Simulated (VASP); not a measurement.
A convergence study with VASP on AlP (zinc blende): one setting is varied, all else stays as given below, so the limit is that of these other settings.

```
AlP
1.0
    0.00000     2.73000     2.73000
    2.73000     0.00000     2.73000
    2.73000     2.73000     0.00000
Al P
1 1
Direct
  0.00000   0.00000   0.00000
  0.25000   0.25000   0.25000
```

Method: PBE GGA, VASP's PBE PAW potentials (set 64) (plane waves; VASP). The tightest run used: 550 eV cut-off, 17×17×17 Γ-centred mesh, Gaussian smearing of 0.050 eV, potentials Al P.

The reference is 17×17×17 mesh, which took about 2 core-minutes. The timings are rough (shared machines, no repeats); factors under 2 mean little.

Task: Of the settings 1×1×1 mesh; 2×2×2 mesh; 3×3×3 mesh; 4×4×4 mesh; 5×5×5 mesh; 6×6×6 mesh; 7×7×7 mesh; 8×8×8 mesh; 9×9×9 mesh; 10×10×10 mesh; 11×11×11 mesh; 12×12×12 mesh; 13×13×13 mesh; 14×14×14 mesh; 15×15×15 mesh; 16×16×16 mesh; 17×17×17 mesh, which is the lowest that keeps the difference from the reference in E (eV/atom) within 0.01 from there on, and what does it cost?

Result: 6×6×6 mesh; its cost over the reference is about 1/7.
| setting | difference in E (eV/atom) | cost over the reference |
|---|---|---|
| 1×1×1 mesh | 6.6603 | about 1/20 |
| 2×2×2 mesh | 0.9163 | about 1/20 |
| 3×3×3 mesh | 0.1890 | about 1/20 |
| 4×4×4 mesh | 0.0483 | about 1/10 |
| 5×5×5 mesh | 0.0138 | about 1/10 |
| 6×6×6 mesh | 0.0043 | about 1/7 |
| 7×7×7 mesh | 0.0014 | about 1/6 |
| 8×8×8 mesh | 0.0005 | about 1/5 |
| 9×9×9 mesh | 0.0002 | about 1/4 |
| 10×10×10 mesh | 0.0001 | about 1/4 |
| 11×11×11 mesh | 0.0000 | about 1/4 |
| 12×12×12 mesh | 0.0000 | about 1/3 |
| 13×13×13 mesh | 0.0000 | about 1/2 |
| 14×14×14 mesh | 0.0000 | about 1/2 |
| 15×15×15 mesh | 0.0000 | within a factor of 2 |
| 16×16×16 mesh | 0.0000 | within a factor of 2 |
| 17×17×17 mesh | 0.0000 | reference |

Left out are rungs that failed or repeat a setting and relaxations that didn't move; long series are thinned to 24 rows.

The compound is AlP in the zinc blende structure. The cell was not relaxed at this level.
